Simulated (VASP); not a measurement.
Calculation: PBEsol GGA, VASP's PBE PAW potentials (set 64) (plane waves; VASP 6.6.1).

Input for VASP

**POSCAR**
```
SnO2
1.0
  4.5457600599   0.0000000000   0.0000000000
  0.0000000000   4.5457600599   0.0000000000
  0.0000000000   0.0000000000   3.1459974948
Sn O
2 4
Cartesian
  0.0000000000   0.0000000000   0.0000000000
  2.2728800300   2.2728800300   1.5729987474
  1.3880011071   1.3880011071   0.0000000000
  3.6608811370   0.8848789229   1.5729987474
  0.8848789229   3.6608811370   1.5729987474
  3.1577589528   3.1577589528   0.0000000000
```

**INCAR**
```
SYSTEM = SnO2
PREC = Accurate; ENCUT = 620; LREAL = .FALSE.
LASPH = .TRUE.
EDIFF = 1E-6; NELM = 100; ALGO = Normal
LMAXMIX = 4
ISMEAR = 0; SIGMA = 0.05
GGA = PS
IBRION = 2; NSW = 40; ISIF = 3
EDIFFG = -0.02; PSTRESS = 450
LWAVE = .FALSE.; LCHARG = .FALSE.
```

KPOINTS:
```
Automatic
0
G
  5 5 7
```

POTCAR, in this order: Sn_d O (PBE.64 set). Program: vasp_std.

Energy and stress use the plane-wave basis of the starting cell. Unless said otherwise, spin-orbit coupling is left out, though it shifts the bands of the heavy elements here.

### Question
What does the run give for the energy per atom (σ→0), volume per atom, band gap (on the k-mesh)?

### Answer

| Property | Result |
|---|---|
| energy per atom (σ→0) | -6.392 eV/atom |
| band gap (on the k-mesh) | 2.79 eV |
| volume per atom | 10.39 Å^3/atom |

### OSZICAR
```
...
       N       E                     dE             d eps       ncg     rms          rms(c)
DAV:   1    -0.383535447901E+02   -0.19521E-01   -0.37934E-02  1880   0.234E+00    0.163E-01
DAV:   2    -0.383531672743E+02    0.37752E-03   -0.17359E-03  2250   0.503E-01    0.715E-02
DAV:   3    -0.383530423978E+02    0.12488E-03   -0.23555E-04  2224   0.344E-01    0.214E-02
DAV:   4    -0.383530295544E+02    0.12843E-04   -0.52632E-05  2304   0.138E-01    0.635E-03
DAV:   5    -0.383530291417E+02    0.41275E-06   -0.14431E-05  1741   0.333E-02    0.256E-03
DAV:   6    -0.383530284812E+02    0.66045E-06   -0.53830E-07   814   0.122E-02
  11 F= -.20849386E+02 E0= -.20849386E+02  d E =-.228517E-03
```

The compound is SnO2 in the rutile structure. This run relaxes it under an external pressure of 45 GPa. Symmetry was kept, so distortions that lower it aren't found.
